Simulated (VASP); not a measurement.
These are PBE GGA, VASP's PBE PAW potentials (set 64) (plane waves; VASP 6.6.1) values and carry that method's errors.

A VASP calculation is set up with these files.

POSCAR:
```
AlN
1
    0.0000000000     2.2188190000     2.2188190000
    2.2188190000     0.0000000000     2.2188190000
    2.2188190000     2.2188190000     0.0000000000
Al N
1 1
Direct
  0.0000000000   0.0000000000   0.0000000000
  0.2500000000   0.2500000000   0.2500000000
```

File KPOINTS:
```
Regular mesh
0
Gamma
  4 4 4
```

INCAR:
```
! general
SYSTEM  =  AlN
PREC    =  Normal
ENCUT   =  500
LREAL   =  .FALSE.
LASPH   =  .TRUE.

! electronic loop
EDIFF   =  1E-8
NELM    =  100
ALGO    =  Normal

! smearing
ISMEAR  =  0
SIGMA   =  0.01

! functional
GGA     =  PE

! output
LWAVE   =  .TRUE.
LCHARG  =  .FALSE.
```

POTCAR, in this order: Al_GW N_GW_new (PBE.64 set). Program: vasp_std.

Output

File OSZICAR:
```
       N       E                     dE             d eps       ncg     rms          rms(c)
DAV:   1     0.243288608897E+02    0.24329E+02   -0.50845E+03   128   0.923E+02
DAV:   2    -0.159266620721E+02   -0.40256E+02   -0.40256E+02   208   0.224E+02
DAV:   3    -0.171488410262E+02   -0.12222E+01   -0.12222E+01   160   0.359E+01
DAV:   4    -0.171512358845E+02   -0.23949E-02   -0.23949E-02   200   0.214E+00
DAV:   5    -0.171512458915E+02   -0.10007E-04   -0.10007E-04   168   0.131E-01    0.821E+00
DAV:   6    -0.148499432107E+02    0.23013E+01   -0.13721E+01   192   0.366E+01    0.239E+00
DAV:   7    -0.148318497708E+02    0.18093E-01   -0.40242E-02   152   0.308E+00    0.146E+00
DAV:   8    -0.148261091433E+02    0.57406E-02   -0.23050E-02   136   0.383E+00    0.112E-01
DAV:   9    -0.148263144266E+02   -0.20528E-03   -0.68621E-04   200   0.279E-01    0.523E-02
DAV:  10    -0.148264021446E+02   -0.87718E-04   -0.14370E-04   128   0.105E-01    0.514E-03
DAV:  11    -0.148264026711E+02   -0.52646E-06   -0.26674E-06   200   0.188E-02    0.246E-03
DAV:  12    -0.148264028601E+02   -0.18907E-06   -0.27655E-07   128   0.869E-03    0.642E-04
DAV:  13    -0.148264028510E+02    0.91234E-08   -0.77181E-08   192   0.337E-03
   1 F= -.14826403E+02 E0= -.14826403E+02  d E =-.380170E-64
```

OUTCAR:
```
------------------------ aborting loop because EDIFF is reached ----------------------------------------
  FORCE on cell =-STRESS in cart. coord.  units (eV):
  Direction    XX          YY          ZZ          XY          YZ          ZX
  --------------------------------------------------------------------------------------
  Total       -0.6616134     -0.6616134     -0.6616134      0.0000000     -0.0000000      0.0000000
  in kB      -48.5198278    -48.5198278    -48.5198278      0.0000000     -0.0000000      0.0000000
  external PRESSURE =     -48.5198278 kB  Pullay stress =       0.0000000 kB
  volume of cell :       21.85
      direct lattice vectors                 reciprocal lattice vectors
     0.000000000  2.218819000  2.218819000    -0.225345105  0.225345105  0.225345105
     2.218819000  0.000000000  2.218819000     0.225345105 -0.225345105  0.225345105
     2.218819000  2.218819000  0.000000000     0.225345105  0.225345105 -0.225345105
  FREE ENERGIE OF THE ION-ELECTRON SYSTEM (eV)
  ---------------------------------------------------
  free  energy   TOTEN  =       -14.8264028510 eV

  energy  without entropy=      -14.8264028510  energy(sigma->0) =      -14.82640285
```
(Selected blocks of OUTCAR.)

The compound is AlN in the zinc blende structure, a metastable form; wurtzite is the usual one. This cell is one point of a volume scan, at 1.04 of the reference volume. The k-mesh is coarse (spacing up to 0.61 per Å, 2π included), so the numbers may not be converged in it.
